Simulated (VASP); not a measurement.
**SiO2 (space group P6_422): computed properties**

These are r2SCAN meta-GGA, VASP's PBE PAW potentials (set 64) (plane waves; VASP) values and carry that method's errors.

- space group: P6_422 (181)
- cell: a = b = 5.0629 Å, c = 5.5432 Å, α = β = 90.00°, γ = 120.00°
- volume per atom: 13.67 Å³/atom
- band gap (over mesh and band path): 6.29 eV
- smallest direct gap (over mesh and band path): 6.49 eV
- density: 2.43 g/cm³
- mean ε∞ (independent particles): 2.26

```cif
data_O6Si3
_chemical_formula_sum 'Si3 O6'
_space_group_name_H-M_alt 'P 1'
_space_group_IT_number 1
_cell_length_a 5.06295
_cell_length_b 5.06295
_cell_length_c 5.54323
_cell_angle_alpha 90.000
_cell_angle_beta 90.000
_cell_angle_gamma 120.000
loop_
_space_group_symop_operation_xyz
  'x, y, z'
loop_
_atom_site_label
_atom_site_type_symbol
_atom_site_fract_x
_atom_site_fract_y
_atom_site_fract_z
_atom_site_occupancy
Si1 Si 0.00000 0.50000 0.33333 1
Si2 Si 0.50000 0.00000 0.00000 1
Si3 Si 0.50000 0.50000 0.66667 1
O1 O 0.58295 0.79147 0.83333 1
O2 O 0.79147 0.58295 0.50000 1
O3 O 0.20853 0.79147 0.16667 1
O4 O 0.41705 0.20853 0.83333 1
O5 O 0.20853 0.41705 0.50000 1
O6 O 0.79147 0.20853 0.16667 1
```

The structure comes from a computed database's SiO2 entry (P6_422); how it stands against other phases isn't given here. It was relaxed first. Symmetry was kept, so distortions that lower it aren't found.
